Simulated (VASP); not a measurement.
Input:

```yaml
crystal:
  lattice:
    - [0.00000, 3.00079, 3.00079]
    - [3.00079, 0.00000, 3.00079]
    - [3.00079, 3.00079, 0.00000]
  atoms:
    - { symbol: In, position: [0.00000, 0.00000, 0.00000] }
    - { symbol: P, position: [0.25000, 0.25000, 0.25000] }
```

The numbers are results of SCAN meta-GGA, VASP's PBE PAW potentials (set 64) (plane waves; VASP), not measurements. Run with 520 eV cut-off, 8×8×8 Γ-centred mesh, Gaussian smearing of 0.050 eV, potentials In_d P.

Task: Give the stress tensor in GPa (positive for a compressed cell).

Result: 
```
-3.57   0.00   0.00
 0.00  -3.57   0.00
 0.00   0.00  -3.57
```
The pressure is its mean diagonal, -3.57 GPa.

The compound is InP in the zinc blende structure. This cell is one point of a volume scan, at 1.06 of the reference volume.
